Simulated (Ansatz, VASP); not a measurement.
## Sn8Se7S (SnS0.1Se0.9, orthorhombic layered): VASP beside Ansatz

One calculation is typed for both programs; each brings its own data sets. How far apart do they land? The cell is invented: As first built, before any earlier steps moved the atoms (in the runner's words): 1x2x2 conventional cells of the SnSe type (32 atoms: 2 S, 14 Se, 16 Sn); Se/S share their sites, the best of 600 random draws by like-pair counts in two shells; start lattice by linear mixing of the end members' cells; atoms moved at random by 0.02 A. It may not be a known or stable phase. The structure shown is the start of the Ansatz relaxation below; VASP solves that cell, so the two are compared at the walk's first step.

Method: plane waves, with VASP 6.6.1 beside it; single point at LDA, in Ansatz 0.2.0.

## (1) Starting point

The cell holds 32 atoms: 2 S, 14 Se and 16 Sn. Its edges and angles: a = 11.398 Å, b = 8.339 Å, c = 8.895 Å, α = 90.0°, β = 90.0°, γ = 90.0°. It derives from SnSe (SnSe type, space group 62), repeated 1×2×2. As first built, before any earlier steps moved the atoms (in the runner's words): 1x2x2 conventional cells of the SnSe type (32 atoms: 2 S, 14 Se, 16 Sn); Se/S share their sites, the best of 600 random draws by like-pair counts in two shells; start lattice by linear mixing of the end members' cells; atoms moved at random by 0.02 A.

## (2) Ansatz: relaxation, LDA

Ansatz runs on its default PAW (the set named soft_2) files.

The two programs are compared at the cell with which this relaxation starts, whose forces are those of its first step.

Contents of input.yaml:

```yaml
crystal:
  lattice:
    - [11.398, 0.0, 0.0]
    - [0.0, 8.3394, 0.0]
    - [0.0, 0.0, 8.8948]
  atoms:
    - { symbol: S, position: [0.13832, 0.87645, 0.75744] }
    - { symbol: S, position: [0.85436, 0.62667, 0.74189] }
    - { symbol: Se, position: [0.36218, 0.11967, 0.00619] }
    - { symbol: Se, position: [0.14309, 0.37408, 0.25946] }
    - { symbol: Se, position: [0.85856, 0.12615, 0.24215] }
    - { symbol: Se, position: [0.64178, 0.37544, 0.49401] }
    - { symbol: Se, position: [0.35721, 0.11997, 0.5118] }
    - { symbol: Se, position: [0.14213, 0.37712, 0.75689] }
    - { symbol: Se, position: [0.8589, 0.12422, 0.74536] }
    - { symbol: Se, position: [0.6453, 0.37346, 0.98545] }
    - { symbol: Se, position: [0.35762, 0.62264, 0.01022] }
    - { symbol: Se, position: [0.14367, 0.87412, 0.25588] }
    - { symbol: Se, position: [0.85552, 0.62853, 0.24418] }
    - { symbol: Se, position: [0.64263, 0.87579, 0.49408] }
    - { symbol: Se, position: [0.35668, 0.62068, 0.51175] }
    - { symbol: Se, position: [0.64244, 0.87354, 0.99208] }
    - { symbol: Sn, position: [0.12133, 0.12241, 0.04602] }
    - { symbol: Sn, position: [0.37577, 0.37605, 0.29643] }
    - { symbol: Sn, position: [0.62649, 0.12439, 0.20473] }
    - { symbol: Sn, position: [0.87607, 0.37789, 0.45563] }
    - { symbol: Sn, position: [0.1237, 0.12958, 0.54619] }
    - { symbol: Sn, position: [0.37751, 0.3719, 0.79161] }
    - { symbol: Sn, position: [0.62213, 0.12529, 0.70208] }
    - { symbol: Sn, position: [0.87535, 0.37686, 0.95327] }
    - { symbol: Sn, position: [0.12201, 0.62423, 0.04308] }
    - { symbol: Sn, position: [0.37855, 0.87848, 0.29789] }
    - { symbol: Sn, position: [0.62574, 0.62032, 0.20659] }
    - { symbol: Sn, position: [0.87681, 0.87837, 0.4531] }
    - { symbol: Sn, position: [0.12448, 0.62935, 0.54696] }
    - { symbol: Sn, position: [0.3773, 0.87472, 0.79679] }
    - { symbol: Sn, position: [0.62276, 0.62233, 0.70603] }
    - { symbol: Sn, position: [0.88003, 0.8761, 0.95707] }
kpoints:
  mp_grid: { grid: [2, 2, 2], shift: [0.5, 0.5, 0.5] }
hamiltonian:
  xc: lda
scf:
  occupations: { method: fermi_dirac, width: 0.01 }
output:
  forces: true
  stress: true
relax:
  f_tol: 0.02
  max_steps: 45
  cell: { stress_tol: 0.1 }
```

The run is started by

```bash
$ ansatz run input.yaml --threads 8 --pin off --max-ram 15360MiB --backend cpu --events-out ev --progress --plain --runs-dir out
```

Numbers of over 12 decimals in the logs are rounded to 6 here.

Log:

```text
The last accepted step is kept in <dir> (removed where the run ends without a failure and the disk answers)
Engine: ansatz 0.2.0, aarch64-unknown-linux-gnu
Pseudopotentials: kind: paw
Pseudopotential: S, paw, valence charge 6, recommended cutoff 420 eV (normal), S.paw.azcp
Pseudopotential: Se, paw, valence charge 16, recommended cutoff 420 eV (normal), Se.paw.azcp
Pseudopotential: Sn, paw, valence charge 14, recommended cutoff 420 eV (normal), Sn.paw.azcp
Functional definition: SPW92
  exchange = slater_x
  correlation = pw_c
Crystal: 32 atoms, lattice volume = 845.473 Å³
Basis set: ecut = 420 eV, 16485 PW (Γ)
Bands: 276, of which v1, the nominal top of the filled ones, is band 230 counted from 1 (229 counted from 0)
Symmetry: 1 space group operations
Space group: P1 (ITA 1), of the structure as read, at distance tolerance 9.5e-5 Å
k-points: 4 of 8 (time reversal used)
Non-local potential: S, projectors of the file, l = 0: 2, l = 1: 2, l = 2: 2
Non-local potential: Se, projectors of the file, l = 0: 2, l = 1: 2, l = 2: 3, l = 3: 1
Non-local potential: Sn, projectors of the file, l = 0: 2, l = 1: 2, l = 2: 2, l = 3: 2
PAW form: soft (Blöchl's): semilocal exchange-correlation on the pseudo side does not see the compensation charge
PAW frozen core: S, regenerated for the run's functional, and the local potential with it (the file was generated under x = pbe(κ = 0.804, μ = 0.219515), c = pbe(β = 0.066725))
PAW frozen core: Se, regenerated for the run's functional, and the local potential with it (the file was generated under x = pbe(κ = 0.804, μ = 0.219515), c = pbe(β = 0.066725))
PAW frozen core: Sn, regenerated for the run's functional, and the local potential with it (the file was generated under x = pbe(κ = 0.804, μ = 0.219515), c = pbe(β = 0.066725))
PAW one-centre angular grid: S, 110 points (default); XC on 64 Gauss nodes
PAW one-centre angular grid: Se, 590 points (default); XC on 64 Gauss nodes
PAW one-centre angular grid: Sn, 590 points (default); XC on 64 Gauss nodes
Initial density: superposition of atomic densities (neutral atoms: chi_scale 0, normalization atom), corrected by the library's trained network
Initial wavefunctions: pseudopotential atomic-orbital guess
Functional: x = slater, c = lda
SCF iter   1: F=—  HF=-171190.636482 eV  |F-HF|=—  |Δ(HF+E_count)|=         —  Δρ=5.67e-3  dr2=2.45e-1  ethr=1.77e-3  ⟨swp⟩=6.0  Hψ=4068  notcnv=0  defer=6
preconditioner: auto → Resta (q_TF=auto, 2.465 Å⁻¹)  ε∞=2.9  [insulator: Δε(μ)=1.578 eV  Ē_g=16.485 eV  σ=0.010 eV  W_gap=1.00  n_scr=224 (ndim 8)  ℏωp=22.8 eV  f_vac=0.001  D(μ)=0.00/eV (n_scr^D=0)  ε∞_Penn≈2.9]
SCF iter   2: F=—  HF=-171190.549121 eV  |F-HF|=—  |Δ(HF+E_count)|=   8.74e-2  Δρ=2.86e-3  dr2=6.71e-2  ethr=5.34e-5  ⟨swp⟩=2.0  Hψ=1296  notcnv=0  defer=160
SCF iter   3: F=—  HF=-171190.530225 eV  |F-HF|=—  |Δ(HF+E_count)|=   1.89e-2  Δρ=4.88e-4  dr2=3.49e-3  ethr=1.46e-5  ⟨swp⟩=3.0  Hψ=1769  notcnv=0  defer=160
SCF iter   4: F=—  HF=-171190.529374 eV  |F-HF|=—  |Δ(HF+E_count)|=   8.51e-4  Δρ=1.84e-4  dr2=7.99e-4  ethr=7.58e-7  ⟨swp⟩=2.2  Hψ=1609  notcnv=0  defer=160
SCF iter   5: F=—  HF=-171190.529141 eV  |F-HF|=—  |Δ(HF+E_count)|=   2.33e-4  Δρ=3.21e-5  dr2=9.56e-6  ethr=1.74e-7  ⟨swp⟩=2.0  Hψ=1864  notcnv=0  defer=160
SCF iter   6: F=—  HF=-171190.529167 eV  |F-HF|=—  |Δ(HF+E_count)|=   2.60e-5  Δρ=1.72e-5  dr2=2.29e-6  ethr=2.08e-9  ⟨swp⟩=2.0  Hψ=1906  notcnv=0  defer=160
SCF iter   7: F=—  HF=-171190.529167 eV  |F-HF|=—  |Δ(HF+E_count)|=   7.41e-7  Δρ=4.21e-6  dr2=1.51e-7  ethr=4.97e-10  ⟨swp⟩=2.0  Hψ=1584  notcnv=0  defer=160
SCF iter   8: F=-171190.529167 eV  HF=-171190.529167 eV  |F-HF|=1.07e-8  |Δ(HF+E_count)|=   4.04e-8  Δρ=9.38e-7  dr2=8.57e-9  ethr=2.17e-11  ⟨swp⟩=4.0  Hψ=3880  notcnv=0
SCF 1 converged in 8 iterations: F = -171190.529167 eV  dr2 = 8.57e-9
  greatest PAW one-centre occupation: 1.000 electrons in one spin orbital (limit 2), on the Se atom at site 12 (counted from 0), in its partial waves of l = 2
relax step   1: F+E_penalty+E_count = -171190.52916661 eV  Δ(F+E_penalty+E_count) = +0.000e0 eV  max|allowed force component| = 5.757e-1 eV/Å  Δτ_max = 0.0000 Å  P = -2.329 GPa  Ω = 845.473 Å³  (8 SCF iters, dr2 threshold 1.00e-7 eV, accepted)
[...]
relax step   5: F+E_penalty+E_count = -171191.32655731 eV  Δ(F+E_penalty+E_count) = -4.369e-3 eV  max|allowed force component| = 2.917e-2 eV/Å  Δτ_max = 0.0387 Å  P = +0.022 GPa  Ω = 791.168 Å³  energy of the carried Pulay correction = +1.087e-2 eV  (6 SCF iters, dr2 threshold 1.25e-7 eV, accepted)
[...]
relax step   6: F+E_penalty+E_count = -171191.32814462 eV  Δ(F+E_penalty+E_count) = -1.587e-3 eV  max|allowed force component| = 6.695e-3 eV/Å  Δτ_max = 0.0142 Å  P = +0.000 GPa  Ω = 791.649 Å³  energy of the carried Pulay correction = +1.077e-2 eV  (6 SCF iters, dr2 threshold 5.32e-8 eV, accepted)
[...]
relax step   7: F+E_penalty+E_count = -171191.31773967 eV  Δ(F+E_penalty+E_count) = +1.040e-2 eV  max|allowed force component| = 7.126e-3 eV/Å  Δτ_max = 0.0000 Å  P = -0.001 GPa  Ω = 791.649 Å³  stress off target by 1.64e-2 GPa  SCF on the basis re-selected at this cell (its energy is not comparable with the rows above)  (6 SCF iters)
basis re-selected at this cell: Δ(F+E_penalty+E_count) = +1.040e-2 eV, ΔP = -0.001 GPa vs the last step (what re-selecting the basis moved, of the pressure what is left beyond the Pulay correction that the steps carried, after the strain that the cell walked since its last selection, with what the two solves' SCF thresholds leave and, on support functions, any second-order correction that the steps lacked; it is no measure of the basis error at this ecutwfc). The dense FFT grid was sized anew with the basis: this SCF ran on 75×60×60 points, the steps before it on 80×60×60, so part of this shift can come from that change (see relax.cell in the input reference). [rest of the remark cut]
SCF converged after 6 iterations
Free energy (F): -171191.317740 eV
Harris-Foulkes:  -171191.317740 eV  (|F-HF|=0.00e0)
Internal energy: -171191.317740 eV  (E = F + TS)
E sigma→0 (E₀):  -171191.317740 eV
Fermi energy:    9.906111 eV
--- Per-component energies (eV) ---
  E_band       = -6554.568599
  E_kinetic    = 4886.571123
  E_local      = -47716.239033  (includes V_loc(G=0)·N_el)
  E_nonlocal   = -8642.018461
  E_hartree    = 25354.381197
  E_xc         = -7727.981569
  E_vxc        = -3154.960762  (∫ρ·V_xc dr)
  E_paw        = -90591.903954  (= ΣΔE_a)
  E_vpaw       = -2636.675383  (= ΣTr[D̂ρ^β])
  E_aug_tail   = -0.008645  (compensation charges beyond the density's cutoff)
  E_ewald      = -46792.266236
  E_core_change = 38.147839  (= ΣΔE_core)
  E_smearing   = -0.000000  (= −TS)
  E_closure    = -0.000000  (closes the sum)
  Σ components = -171191.317740   (vs F -171191.317740, Δ=0.00e0)
--- Forces (eV/Å), atoms counted from 1 ---
  atom   1  S     -0.00619407    -0.00082468    -0.00166085
  atom   2  S      0.00567394    -0.00019461     0.00039581
  atom   3  Se     0.00185976     0.00140721    -0.00025260
  atom   4  Se    -0.00069354     0.00060526    -0.00237744
  atom   5  Se     0.00055969    -0.00076546     0.00314225
  atom   6  Se    -0.00162023    -0.00126317    -0.00011783
  atom   7  Se    -0.00095304    -0.00105922     0.00468117
  atom   8  Se    -0.00120327    -0.00026560     0.00138378
  atom   9  Se     0.00168219     0.00007426    -0.00142267
  atom  10  Se     0.00021361     0.00129139    -0.00508670
  atom  11  Se     0.00037315    -0.00247497    -0.00238736
  atom  12  Se    -0.00359049    -0.00044436    -0.00317668
  atom  13  Se     0.00368405     0.00063991     0.00205238
  atom  14  Se    -0.00008695     0.00241764     0.00359800
  atom  15  Se     0.00277589    -0.00063716     0.00461590
  atom  16  Se    -0.00179516    -0.00106581    -0.00438576
  atom  17  Sn     0.00173349    -0.00287151     0.00301435
  atom  18  Sn     0.00161521     0.00085367    -0.00147231
  atom  19  Sn    -0.00133637    -0.00059711     0.00172187
  atom  20  Sn    -0.00141253     0.00236735    -0.00319851
  atom  21  Sn    -0.00061450    -0.00034613     0.00067840
  atom  22  Sn    -0.00013570     0.00239256     0.00198289
  atom  23  Sn    -0.00005941    -0.00196708    -0.00186118
  atom  24  Sn     0.00071191    -0.00013523    -0.00021801
  atom  25  Sn    -0.00047468     0.00442270     0.00272610
  atom  26  Sn     0.00034911    -0.00038146    -0.00176890
  atom  27  Sn    -0.00049465     0.00073029     0.00152352
  atom  28  Sn    -0.00001646    -0.00332385    -0.00253698
  atom  29  Sn     0.00249787     0.00130804    -0.00120935
  atom  30  Sn     0.00659884    -0.00026792     0.00010977
  atom  31  Sn    -0.00712661     0.00066663     0.00023858
  atom  32  Sn    -0.00252720    -0.00029104     0.00126466
  max |Σ_I F_I| component: 6.12e-6 eV/Å
--- Stress (GPa, compression-positive) ---
        0.016119       0.001244      -0.002194
        0.001244      -0.012376      -0.001243
       -0.002194      -0.001243      -0.006924
  P = ⅓ Tr σ = -0.0011 GPa (-0.011 kbar)
--- Relaxed structure (6 steps of the walk, 6 accepted, 1 SCFs on fresh bases) ---
  F+E_penalty+E_count = -171191.31773967 eV   max|allowed force component| = 7.126e-3 eV/Å   (the final SCF, on the basis selected at the relaxed cell)
  cell:  # Å, volume = 791.6492 Å³
    - [11.199546, -0.00248802, 0.000804754]
    - [-0.00182037, 8.151603, 0.000427104]
    - [0.000628016, 0.000455549, 8.671403]
  atoms:
    - { symbol: S, position: [0.146182, 0.874752, 0.758256] }
    - { symbol: S, position: [0.854236, 0.625099, 0.742552] }
    - { symbol: Se, position: [0.356349, 0.123315, 0.012366] }
    - { symbol: Se, position: [0.140693, 0.375072, 0.262504] }
    - { symbol: Se, position: [0.859705, 0.124745, 0.238257] }
    - { symbol: Se, position: [0.644042, 0.376483, 0.488416] }
    - { symbol: Se, position: [0.358779, 0.125067, 0.513738] }
    - { symbol: Se, position: [0.141670, 0.374861, 0.765221] }
    - { symbol: Se, position: [0.858732, 0.124934, 0.735554] }
    - { symbol: Se, position: [0.641644, 0.374737, 0.987026] }
    - { symbol: Se, position: [0.357738, 0.626455, 0.012374] }
    - { symbol: Se, position: [0.142176, 0.874246, 0.264481] }
    - { symbol: Se, position: [0.858217, 0.625535, 0.236308] }
    - { symbol: Se, position: [0.642670, 0.873337, 0.488340] }
    - { symbol: Se, position: [0.356537, 0.624676, 0.513927] }
    - { symbol: Se, position: [0.643831, 0.875172, 0.986845] }
    - { symbol: Sn, position: [0.113379, 0.124355, 0.048178] }
    - { symbol: Sn, position: [0.383185, 0.375190, 0.298154] }
    - { symbol: Sn, position: [0.617203, 0.124619, 0.202609] }
    - { symbol: Sn, position: [0.887005, 0.375434, 0.452612] }
    - { symbol: Sn, position: [0.116129, 0.117356, 0.555940] }
    - { symbol: Sn, position: [0.385129, 0.375065, 0.798316] }
    - { symbol: Sn, position: [0.615287, 0.124687, 0.702438] }
    - { symbol: Sn, position: [0.884286, 0.382452, 0.944818] }
    - { symbol: Sn, position: [0.115717, 0.624978, 0.048653] }
    - { symbol: Sn, position: [0.384834, 0.874570, 0.297791] }
    - { symbol: Sn, position: [0.615560, 0.625220, 0.202971] }
    - { symbol: Sn, position: [0.884705, 0.874798, 0.452092] }
    - { symbol: Sn, position: [0.113982, 0.632286, 0.555777] }
    - { symbol: Sn, position: [0.379045, 0.874722, 0.794487] }
    - { symbol: Sn, position: [0.621376, 0.625072, 0.706257] }
    - { symbol: Sn, position: [0.886397, 0.867509, 0.945041] }
```

The column dr2 measures how far the density is from self-consistency, as an energy; F and HF (Harris–Foulkes) agree once it is small.

[end of part 1 of 2]

[Lines on the potential files, build, host, timing and source positions are cut from VASP's logs without a mark.]

[Logs are printed without paths, hosts, clocks, repeated set-up lines and the standing remarks that a program may print on its own settings, such as how far it seeks lower states.]

[Hosts, paths, dates, database ids (printed as entryN), source tags and the programs' standing remarks are cut or masked in the printed files.]
